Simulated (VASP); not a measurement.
A convergence study with VASP on SrO (rock salt): one setting is varied, all else stays as given below, so the limit is that of these other settings.

```xyz
2
Lattice="0.0000 2.5800 2.5800 2.5800 0.0000 2.5800 2.5800 2.5800 0.0000" Properties=species:S:1:pos:R:3 pbc="T T T"
Sr     0.0000     0.0000     0.0000
O      2.5800     2.5800     2.5800
```

All values below come from PBE GGA, VASP's PBE PAW potentials (set 64) (plane waves; VASP 6.6.1). The tightest run used: 700 eV cut-off, 8×8×8 Γ-centred mesh, Gaussian smearing of 0.010 eV, potentials Sr_sv O.

The reference is ENCUT = 700, which took about 5 core-minutes. Times come from single runs on busy shared machines, so they are rough: good to a factor of about 2.

Task: Of the settings ENCUT = 300; ENCUT = 400; ENCUT = 500; ENCUT = 600; ENCUT = 700, which is the lowest that keeps the difference from the reference in highest Γ mode (cm⁻¹) within 5 from there on, and what does it cost?

Result: ENCUT = 400; its cost over the reference is about 1/4.
```
setting      difference in highest Γ mode (cm⁻¹)  cost over the reference
-----------  -----------------------------------  -----------------------
ENCUT = 300                                  7.0                about 1/3
ENCUT = 400                                  0.5                about 1/4
ENCUT = 500                                  1.0     within a factor of 2
ENCUT = 600                                  0.1     within a factor of 2
ENCUT = 700                                  0.0                reference
```

Left out are rungs that failed or repeat a setting and relaxations that didn't move; long series are thinned to 24 rows.

The compound is SrO in the rock salt structure. The cell was not relaxed at this level.
